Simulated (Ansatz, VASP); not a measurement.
NbTe: VASP beside Ansatz

The input INCAR:

```
  PREC = Accurate
  ENCUT = 520
  EDIFF = 1E-6
  ISMEAR = -1
  SIGMA = 0.05
  LREAL = F
  LASPH = T
  NELM = 60
  ALGO = Normal
  ISIF = 2
  LWAVE = F
  LCHARG = T
  GGA = PS
  LELF = T
  LVHAR = T
  NBANDS = 16
```

File KPOINTS:

```
Automatic mesh
0
Gamma
  7 7 6
```

File POSCAR:

```
NbTe
1.0
    3.6659446427      0.0000000000      0.0000000000
   -1.8329723214      3.1748011895      0.0000000000
    0.0000000000      0.0000000000      3.6942110000
Te Nb
1 1
Direct
    0.6666666667      0.3333333333      0.0000000000
    0.0000000000      0.0000000000      0.5000000000
```

The input input.yaml:

```yaml
crystal:
  lattice:
    - [3.6659446427, 0.0, 0.0]
    - [-1.8329723214, 3.1748011895, 0.0]
    - [0.0, 0.0, 3.694211]
  atoms:
    - { symbol: Te, position: [0.6666666667, 0.3333333333, 0.0] }
    - { symbol: Nb, position: [0.0, 0.0, 0.5] }
hamiltonian:
  xc: pbesol
  pseudopotentials: { kind: paw }
kpoints:
  mp_grid: { grid: [7, 7, 6] }
  band_path:
    path:
      - [[0.0, 0.0, 0.0], [0.5, 0.0, 0.0], [0.3333333333, 0.3333333333, 0.0], [0.0, 0.0, 0.0], [0.0, 0.0, 0.5], [0.5, 0.0, 0.5], [0.3333333333, 0.3333333333, 0.5], [0.0, 0.0, 0.5]]
      - [[0.5, 0.0, 0.5], [0.5, 0.0, 0.0]]
      - [[0.3333333333, 0.3333333333, 0.0], [0.3333333333, 0.3333333333, 0.5]]
    npoints: 14
scf:
  occupations: { method: fermi_dirac, width: 0.05 }
  n_extra_bands: 6
output:
  forces: true
  stress: true
  eigenvalues: true
  fatbands: false
```

The cell comes from a database or a generator and needn't be the stable form of this composition.

Alike in both runs: functional PBEsol; k mesh 7 × 7 × 6; occupations fermi-dirac, width 0.05 eV; no spin polarisation.

|  | VASP | Ansatz |
| --- | --- | --- |
| version | VASP 6.6.1 | Ansatz 0.2.0 |
| potentials or method | VASP PAW PBE potentials, release 64 (Te, Nb_sv) | Ansatz PAW |
| plane-wave cutoff (eV) | 520 | 420 |
| valence electrons in the cell | 19 | 29 |
| task | single point | band structure |

VASP gave:

```
gap on the k mesh at the Fermi level (eV)       : none
pressure (GPa)                                  : -3.2
largest component of the traceless stress (GPa) : 0.56
```

Estimate Ansatz's values.

gap on the k mesh at the Fermi level (eV): none; pressure (GPa): -3.1; largest component of the traceless stress (GPa): 0.54.

A gap of «none» marks a metal or a gap that the smearing closes. The two sets of potentials don't hold the same shells in valence.

Caveats: the PAW data sets were made with another functional, which shifts forces and pressure a little (VASP); spin-orbit coupling is left out, which moves the levels of the heavy elements (Ansatz); the PAW data sets come from PBE, with cores solved anew for the run's functional, which leaves a small shift of forces and pressure (Ansatz). The runs have no spin-orbit coupling, so splittings on Te are missing.
